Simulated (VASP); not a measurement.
Input:

```
SrTe
1.0
    0.00000     3.49624     3.49624
    3.49624     0.00000     3.49624
    3.49624     3.49624     0.00000
Sr Te
1 1
Cartesian
  0.00000   0.00000   0.00000
  1.74812   1.74812   1.74812
```

Calculation: PBEsol GGA, VASP's PBE PAW potentials (set 64) (plane waves; VASP). Numerical set-up: 500 eV cut-off, 7×7×7 Γ-centred mesh, Gaussian smearing of 0.050 eV, potentials Sr_sv Te.

Problem. Predict the energy per atom (σ→0), pressure.

Solution. 
```json
{
 "energy per atom (σ→0)": "-3.976 eV/atom",
 "pressure": "4.98 GPa"
}
```

The structure was generated: SrTe was put into the zinc blende type (F-43m), which need not be its known phase. It was relaxed first under an external pressure of 5 GPa.
